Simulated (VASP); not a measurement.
Consider the following.

```yaml
crystal:
  lattice:
    - [0.00000, 3.35236, 3.35236]
    - [3.35236, 0.00000, 3.35236]
    - [3.35236, 3.35236, 0.00000]
  atoms:
    - { symbol: Na, position: [0.00000, 0.00000, 0.00000] }
    - { symbol: I, position: [0.50000, 0.50000, 0.50000] }
```

All values below come from RPBE GGA, VASP's PBE PAW potentials (set 64) (plane waves; VASP). Numerical set-up: 520 eV cut-off, Gaussian smearing of 0.050 eV, potentials Na_pv I.

Unless said otherwise, spin-orbit coupling is left out, though it shifts the bands of the heavy elements here.

### Question
Give the energies of bands 5 to 10 at the high-symmetry points, in eV from the valence-band maximum.

### Answer

```
band     Γ      X      U      L      W
----  ----  -----  -----  -----  -----
5     0.00  -1.53  -1.31  -1.77  -1.12
6     0.00  -0.60  -1.07  -0.22  -1.12
7     0.00  -0.60  -0.48  -0.22  -0.74
8     3.64   4.60   5.30   5.28   5.74
9     8.04   5.91   6.75   7.49   7.52
10    8.04   9.47   8.50   7.49   7.52
```

The gap is direct, 3.64 eV, from the valence maximum at Γ to the conduction minimum at Γ.

Measured: gap 5.90 eV (computed value off by -2.26 eV), as given by Abedi et al., (2022), arXiv:2211.14644.

The compound is NaI in the rock salt structure. It was relaxed first, which changed the volume by +11 %.
